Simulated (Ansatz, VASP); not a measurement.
**LuTe4W in VASP and in Ansatz**

```
Lu Te W
1.0
     0.00000    4.40646    4.40646
     4.40646    0.00000    4.40646
     4.40646    4.40646    0.00000
Lu Te W
1 4 1
Direct
  0.75000 0.75000 0.75000
  0.62277 0.12574 0.12574
  0.12574 0.62277 0.12574
  0.12574 0.12574 0.62277
  0.12574 0.12574 0.12574
  0.50000 0.50000 0.50000
```

Change from the starting cell: species swapped into the ErNi4Au type (F-43m, No. 216).

Alike in both runs: task single point; functional PBE; k mesh 4 × 4 × 4; occupations gaussian, width 0.1 eV; no spin polarisation.

```csv
,VASP,Ansatz
version,VASP 6.6.1,Ansatz 0.2.0
potentials or method,"VASP PAW PBE potentials, release 64 (Lu, Te, W_sv)","scalar-relativistic, plane waves, PAW"
plane-wave cutoff (eV),520,420
valence electrons in the cell,63,103
```

```tsv
	VASP	Ansatz	Ansatz less VASP
gap on the k mesh at the Fermi level (eV)	none	none	-
pressure (GPa)	-2.5	-2.5	+0.04
rms of the force components (eV/Å)	0.064	0.064	-0.0007
```

Atom by atom the forces differ by 0.001 eV/Å (rms over components). A gap of «none» marks a metal or a gap that the smearing closes. With one functional, cell and mesh, what is left measures potentials, basis and numerics. The two sets of potentials don't hold the same shells in valence.

Spin-orbit coupling is left out, which matters for the levels of Lu, Te, W.
